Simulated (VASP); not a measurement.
A run of VASP 6.6.1:

Contents of INCAR:

```
SYSTEM = TePb
ALGO = Normal
EDIFF = 1E-7
EDIFFG = -0.005
ENCUT = 600
IBRION = 2
ISIF = 3
ISMEAR = 0
LASPH = .TRUE.
LCHARG = .FALSE.
LMIXTAU = .TRUE.
LREAL = .FALSE.
LWAVE = .FALSE.
METAGGA = R2SCAN
NELM = 80
NSW = 90
PREC = Accurate
SIGMA = 0.03
```

File KPOINTS:

```
k-points
0
G
  10 10 10
  0 0 0
```

File POSCAR:

```
TePb                                    
1.0
    0.0000000000      3.2674499145      3.2674499145
    3.2674499145      0.0000000000      3.2674499145
    3.2674499145      3.2674499145     -0.0000000000
  Te              Pb            
     1     1
Direct
     0.5000000000000000    0.5000000000000000    0.5000000000000000
     0.0000000000000000    0.0000000000000000    0.0000000000000000
```

Potentials or basis: VASP PAW PBE potentials, release 64 (Te, Pb_d).

The run is started by

```bash
$ cat potpaw_PBE.64/Te/POTCAR potpaw_PBE.64/Pb_d/POTCAR > POTCAR
$ mpirun -np 1 vasp_std > vasp.out
```

Hardware: 1 thread of Intel(R) Xeon(R) Platinum 8488C (Sapphire Rapids) (shared host).

Question: Estimate the wall time of this run.

Answer: Wall time 4.5 min on 1 thread of Intel(R) Xeon(R) Platinum 8488C (Sapphire Rapids) (shared host), peak memory 0.3 GiB. Counts: scf iterations 25, k points 47, ion steps 1.
